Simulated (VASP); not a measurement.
An input for Quantum ESPRESSO's pw.x (written as the equivalent of a VASP run, and not itself run):

```
&CONTROL
  calculation = 'scf'
  pseudo_dir = './pseudo'
  outdir = './out'
  tprnfor = .true.
  tstress = .true.
/
&SYSTEM
  ibrav = 0
  nat = 6
  ntyp = 3
  ecutwfc = 84
  occupations = 'tetrahedra'
  input_dft = 'pbesol'
/
&ELECTRONS
  conv_thr = 7.3e-09
  electron_maxstep = 100
/
ATOMIC_SPECIES
  Ge 72.630 Ge.upf
  Mo 95.950 Mo.upf
  As 74.922 As.upf
CELL_PARAMETERS angstrom
     4.6008814   -1.6193021    0.0028593
     4.6008814    1.6193021    0.0028593
    -3.7734667    0.0000000    6.6324122
ATOMIC_POSITIONS crystal
  Ge   0.3955634  0.3955634  0.1035247
  Ge   0.6044366  0.6044366  0.8964753
  Mo   0.1539504  0.1539504  0.2012155
  Mo   0.8460496  0.8460496  0.7987845
  As   0.8550662  0.8550662  0.4637953
  As   0.1449338  0.1449338  0.5362047
K_POINTS automatic
  11 11 5 0 0 0
```

Q: Translate this input to VASP (INCAR, KPOINTS, POSCAR, choice of POTCAR).

A: Several could match; the one computed here: 
**INCAR**
```
ALGO = Normal
EDIFF = 1E-7
ENCUT = 400
GGA = PS
ISIF = 2
ISMEAR = -5
LASPH = .TRUE.
LCHARG = .TRUE.
LEFG = .TRUE.
LMAXMIX = 4
LORBIT = 11
LREAL = .FALSE.
LWAVE = .FALSE.
NEDOS = 601
NELM = 100
PREC = Accurate
SYSTEM = GeMoAs
```

KPOINTS:
```
Automatic mesh
0
Gamma
11 11 5
0 0 0
```

### POSCAR
```
GeMoAs
13.2648240
  0.3468482778  -0.1220749015   0.0002155543
  0.3468482778   0.1220749015   0.0002155543
 -0.2844716719   0.0000000000   0.5000000120
Ge Mo As
2 2 2
Cartesian
  0.2449511498  -0.0000000000   0.0519328628
  0.1642737339   0.0000000000   0.4484982578
  0.0495547433   0.0000000000   0.1006741242
  0.3596701405   0.0000000000   0.3997569964
  0.4612198839  -0.0000000000   0.2322662881
 -0.0519950002  -0.0000000000   0.2681648325
```

POTCAR, in this order: Ge_d Mo_sv As (PBE.64 set). Program: vasp_std.

What does not carry over: the potentials are each code's own (VASP's PAW set, PseudoDojo norm-conserving files in pw.x), so ENCUT and ecutwfc are chosen apart and not converted; conv_thr bounds pw.x's estimated SCF error, while EDIFF bounds the energy change between steps; the field gradients of LEFG aren't asked of the other code.

The structure comes from a computed database's GeMoAs entry (C2/m); how it stands against other phases isn't given here. It was relaxed first.
